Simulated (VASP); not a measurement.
Level of theory: PBEsol GGA, VASP's PBE PAW potentials (set 64) (plane waves; VASP).

VASP input:

File POSCAR:
```
RuAl
1
    2.9749525989     0.0000000000     0.0000000000
    0.0000000000     2.9749525989     0.0000000000
   -0.0000000000     0.0000000000     2.9749525989
Al Ru
1 1
Direct
  0.5000000000   0.5000000000   0.5000000000
  0.0000000000   0.0000000000   0.0000000000
```

KPOINTS:
```
Regular mesh
0
Gamma
  11 11 11
```

### INCAR
```
# general
SYSTEM  = RuAl
PREC    = Accurate
ENCUT   = 400   # plane-wave cut-off (eV)
LREAL   = .FALSE.
LASPH   = .TRUE.

# electronic loop
EDIFF   = 1E-8   # SCF stop (eV)
NELM    = 100   # most electronic steps
ALGO    = Normal   # blocked Davidson
LMAXMIX = 4

# smearing
ISMEAR  = 1   # Methfessel-Paxton
SIGMA   = 0.1   # width (eV)

# functional
GGA     = PS

# ions
IBRION  = 1
NSW     = 30
ISIF    = 2   # forces and stress, cell fixed
EDIFFG  = -0.001

# output
LWAVE   = .FALSE.
LCHARG  = .FALSE.
```

POTCAR, in this order: Al Ru_pv (PBE.64 set). Program: vasp_std.

Output

### OUTCAR
```
 ion  position               nearest neighbor table
   1  0.500  0.500  0.500-   2 2.58   2 2.58   2 2.58   2 2.58   2 2.58   2 2.58   2 2.58   2 2.58
  LATTYP: Found a simple cubic cell.
 ALAT       =     2.9749525989
 Subroutine PRICEL returns:
 Original cell was already a primitive cell.
 Subroutine GETGRP returns: Found 48 space group operations
The static configuration has the point symmetry O_h .
The dynamic configuration has the point symmetry O_h .
 Subroutine INISYM returns: Found 48 space group operations
 Subroutine IBZKPT returns following result:
 Found     56 irreducible k-points:

 Following reciprocal coordinates:
            Coordinates               Weight
  0.000000  0.000000  0.000000      1.000000
  0.090909  0.000000  0.000000      6.000000
  0.181818  0.000000  0.000000      6.000000
  0.272727  0.000000  0.000000      6.000000
  0.363636  0.000000  0.000000      6.000000
  0.454545  0.000000  0.000000      6.000000
  0.090909  0.090909  0.000000     12.000000
  0.181818  0.090909  0.000000     24.000000
  0.272727  0.090909  0.000000     24.000000
  0.363636  0.090909  0.000000     24.000000
  0.454545  0.090909  0.000000     24.000000
  0.181818  0.181818  0.000000     12.000000
  0.272727  0.181818  0.000000     24.000000
  0.363636  0.181818  0.000000     24.000000
  0.454545  0.181818  0.000000     24.000000
  0.272727  0.272727  0.000000     12.000000
  0.363636  0.272727  0.000000     24.000000
  0.454545  0.272727  0.000000     24.000000
  0.363636  0.363636  0.000000     12.000000
  0.454545  0.363636  0.000000     24.000000
  0.454545  0.454545  0.000000     12.000000
  0.090909  0.090909  0.090909      8.000000
  0.181818  0.090909  0.090909     24.000000
  0.272727  0.090909  0.090909     24.000000
  0.363636  0.090909  0.090909     24.000000
...
```

File OSZICAR:
```
       N       E                     dE             d eps       ncg     rms          rms(c)
DAV:   1     0.876277283958E+02    0.87628E+02   -0.82623E+03  1460   0.108E+03
DAV:   2    -0.146799665334E+02   -0.10231E+03   -0.98232E+02  1484   0.306E+02
DAV:   3    -0.162916624879E+02   -0.16117E+01   -0.15843E+01  1572   0.403E+01
DAV:   4    -0.163069275101E+02   -0.15265E-01   -0.15262E-01  1592   0.391E+00
DAV:   5    -0.163072601045E+02   -0.33259E-03   -0.33259E-03  1644   0.493E-01    0.137E+01
DAV:   6    -0.156065638806E+02    0.70070E+00   -0.42027E+00  1408   0.233E+01    0.245E+00
DAV:   7    -0.155282094521E+02    0.78354E-01   -0.30046E-01  1404   0.653E+00    0.215E+00
DAV:   8    -0.155096789907E+02    0.18530E-01   -0.19421E-02  1492   0.125E+00    0.231E-01
DAV:   9    -0.155095113377E+02    0.16765E-03   -0.29299E-04  1572   0.149E-01    0.148E-01
DAV:  10    -0.155095018899E+02    0.94478E-05   -0.32777E-05  1744   0.746E-02    0.121E-02
DAV:  11    -0.155095004355E+02    0.14544E-05   -0.24598E-06  1564   0.210E-02    0.690E-03
DAV:  12    -0.155095000068E+02    0.42870E-06   -0.80984E-08  1616   0.282E-03    0.397E-04
DAV:  13    -0.155095000301E+02   -0.23268E-07   -0.27529E-09   820   0.489E-04    0.188E-04
DAV:  14    -0.155095000322E+02   -0.21505E-08   -0.44091E-10   732   0.199E-04
   1 F= -.15509500E+02 E0= -.15509117E+02  d E =-.155095E+02
```

### OUTCAR
```
------------------------ aborting loop because EDIFF is reached ----------------------------------------
  FORCE on cell =-STRESS in cart. coord.  units (eV):
  Direction    XX          YY          ZZ          XY          YZ          ZX
  --------------------------------------------------------------------------------------
  Total       -0.0108438     -0.0108438     -0.0108438      0.0000000     -0.0000000      0.0000000
  in kB       -0.6598627     -0.6598627     -0.6598627      0.0000000     -0.0000000      0.0000000
  external PRESSURE =      -0.6598627 kB  Pullay stress =       0.0000000 kB
  volume of cell :       26.33
      direct lattice vectors                 reciprocal lattice vectors
     2.974952599  0.000000000  0.000000000     0.336139810  0.000000000  0.000000000
     0.000000000  2.974952599  0.000000000     0.000000000  0.336139810  0.000000000
     0.000000000  0.000000000  2.974952599     0.000000000  0.000000000  0.336139810
 POSITION                                       TOTAL-FORCE (eV/Angst)
 -----------------------------------------------------------------------------------
      1.48748      1.48748      1.48748         0.000000      0.000000      0.000000
      0.00000      0.00000      0.00000         0.000000      0.000000      0.000000
 -----------------------------------------------------------------------------------
    total drift:                               -0.000000      0.000000     -0.000000
  FREE ENERGIE OF THE ION-ELECTRON SYSTEM (eV)
  ---------------------------------------------------
  free  energy   TOTEN  =       -15.5095000322 eV

  energy  without entropy=      -15.5083504182  energy(sigma->0) =      -15.50911683

 reached required accuracy - stopping structural energy minimisation
```
(Selected blocks of OUTCAR.)

The compound is RuAl in the CsCl type structure. It was relaxed first. The start is the result of an earlier pass. The electron count is odd and the run is not spin-polarised, which forces a metal.
